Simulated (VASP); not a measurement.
AlN (zinc blende): the LDA gap over mesh and path against the volume, with the cell scaled uniformly; LDA's own equilibrium is at 10.266 Å³/atom. VASP (PAW), 520 eV cut-off, 12×12×12 Γ-centred mesh, Gaussian smearing of 0.050 eV, potentials Al N.  Fit the value as a straight line in ln V.

```json
[
 {"V (Å³/atom)": "9.034", "LDA gap over mesh and path (eV)": "3.269"},
 {"V (Å³/atom)": "9.342", "LDA gap over mesh and path (eV)": "3.261"},
 {"V (Å³/atom)": "9.65", "LDA gap over mesh and path (eV)": "3.252"},
 {"V (Å³/atom)": "9.958", "LDA gap over mesh and path (eV)": "3.241"},
 {"V (Å³/atom)": "10.266", "LDA gap over mesh and path (eV)": "3.229"},
 {"V (Å³/atom)": "10.574", "LDA gap over mesh and path (eV)": "3.216"}
]
```

Task: Fit the rows as the text says and predict the value at 10.882.

Result: The slope against ln V is -0.34 eV, the volume deformation potential of this gap. The line misses the rows by up to 0.003 and gives 3.209 at 10.882. The run gave 3.203, -0.006 from the line.

Left out are failed runs and those whose mesh is unfit for this quantity.

The compound is AlN in the zinc blende structure, a metastable form; wurtzite is the usual one.
